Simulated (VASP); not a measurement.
Here is the system:

```xyz
6
Lattice="4.2678 0.0000 0.0000 0.0000 4.2678 0.0000 0.0000 0.0000 4.2678" Properties=species:S:1:pos:R:3 pbc="T T T"
Cu     3.2009     1.0670     3.2009
Cu     1.0670     3.2009     3.2009
Cu     3.2009     3.2009     1.0670
Cu     1.0670     1.0670     1.0670
O      0.0000     0.0000     0.0000
O      2.1339     2.1339     2.1339
```

These are revTPSS meta-GGA, VASP's PBE PAW potentials (set 64) (plane waves; VASP) values and carry that method's errors. Numerical set-up: 520 eV cut-off, 6×6×6 Γ-centred mesh, tetrahedra with Blöchl corrections, potentials Cu O.

Tabulate the total density of states (states/eV per cell) against energy (eV; zero at the valence-band maximum or, without a gap, the Fermi level).

```json
[
 {"E (eV)": "-9.98", "DOS (states/eV)": "0.00"},
 {"E (eV)": "-9.74", "DOS (states/eV)": "0.00"},
 {"E (eV)": "-9.50", "DOS (states/eV)": "0.00"},
 {"E (eV)": "-9.26", "DOS (states/eV)": "0.00"},
 {"E (eV)": "-9.02", "DOS (states/eV)": "0.00"},
 {"E (eV)": "-8.78", "DOS (states/eV)": "0.00"},
 {"E (eV)": "-8.54", "DOS (states/eV)": "0.00"},
 {"E (eV)": "-8.30", "DOS (states/eV)": "0.00"},
 {"E (eV)": "-8.06", "DOS (states/eV)": "0.00"},
 {"E (eV)": "-7.82", "DOS (states/eV)": "0.00"},
 {"E (eV)": "-7.58", "DOS (states/eV)": "0.00"},
 {"E (eV)": "-7.34", "DOS (states/eV)": "3.59"},
 {"E (eV)": "-7.10", "DOS (states/eV)": "8.48"},
 {"E (eV)": "-6.86", "DOS (states/eV)": "4.40"},
 {"E (eV)": "-6.62", "DOS (states/eV)": "4.46"},
 {"E (eV)": "-6.50", "DOS (states/eV)": "2.92"},
 {"E (eV)": "-6.26", "DOS (states/eV)": "3.36"},
 {"E (eV)": "-6.02", "DOS (states/eV)": "3.38"},
 {"E (eV)": "-5.78", "DOS (states/eV)": "8.32"},
 {"E (eV)": "-5.54", "DOS (states/eV)": "5.87"},
 {"E (eV)": "-5.30", "DOS (states/eV)": "1.80"},
 {"E (eV)": "-5.06", "DOS (states/eV)": "0.77"},
 {"E (eV)": "-4.82", "DOS (states/eV)": "0.01"},
 {"E (eV)": "-4.58", "DOS (states/eV)": "0.06"},
 {"E (eV)": "-4.34", "DOS (states/eV)": "0.44"},
 {"E (eV)": "-4.10", "DOS (states/eV)": "0.72"},
 {"E (eV)": "-3.86", "DOS (states/eV)": "1.12"},
 {"E (eV)": "-3.62", "DOS (states/eV)": "1.69"},
 {"E (eV)": "-3.38", "DOS (states/eV)": "2.95"},
 {"E (eV)": "-3.14", "DOS (states/eV)": "5.62"},
 {"E (eV)": "-2.90", "DOS (states/eV)": "11.1"},
 {"E (eV)": "-2.66", "DOS (states/eV)": "6.24"},
 {"E (eV)": "-2.42", "DOS (states/eV)": "16.6"},
 {"E (eV)": "-2.18", "DOS (states/eV)": "23.0"},
 {"E (eV)": "-1.94", "DOS (states/eV)": "25.0"},
 {"E (eV)": "-1.70", "DOS (states/eV)": "26.3"},
 {"E (eV)": "-1.46", "DOS (states/eV)": "8.06"},
 {"E (eV)": "-1.22", "DOS (states/eV)": "9.65"},
 {"E (eV)": "-0.98", "DOS (states/eV)": "2.97"},
 {"E (eV)": "-0.74", "DOS (states/eV)": "3.88"},
 {"E (eV)": "-0.50", "DOS (states/eV)": "9.48"},
 {"E (eV)": "-0.27", "DOS (states/eV)": "2.71"},
 {"E (eV)": "-0.03", "DOS (states/eV)": "0.32"},
 {"E (eV)": "0.21", "DOS (states/eV)": "0.00"},
 {"E (eV)": "0.45", "DOS (states/eV)": "0.00"},
 {"E (eV)": "0.57", "DOS (states/eV)": "0.01"},
 {"E (eV)": "0.81", "DOS (states/eV)": "0.23"},
 {"E (eV)": "1.05", "DOS (states/eV)": "0.38"},
 {"E (eV)": "1.29", "DOS (states/eV)": "0.56"},
 {"E (eV)": "1.53", "DOS (states/eV)": "0.85"},
 {"E (eV)": "1.77", "DOS (states/eV)": "2.04"},
 {"E (eV)": "2.01", "DOS (states/eV)": "3.75"},
 {"E (eV)": "2.25", "DOS (states/eV)": "2.32"},
 {"E (eV)": "2.49", "DOS (states/eV)": "2.80"},
 {"E (eV)": "2.73", "DOS (states/eV)": "5.02"},
 {"E (eV)": "2.97", "DOS (states/eV)": "1.59"},
 {"E (eV)": "3.21", "DOS (states/eV)": "2.11"},
 {"E (eV)": "3.45", "DOS (states/eV)": "2.32"},
 {"E (eV)": "3.69", "DOS (states/eV)": "1.43"},
 {"E (eV)": "3.93", "DOS (states/eV)": "1.38"}
]
```
Within 2 eV below the valence-band maximum the largest weight inside VASP's projection spheres is Cu d.

The compound is Cu2O in the cuprite structure. It was relaxed first.
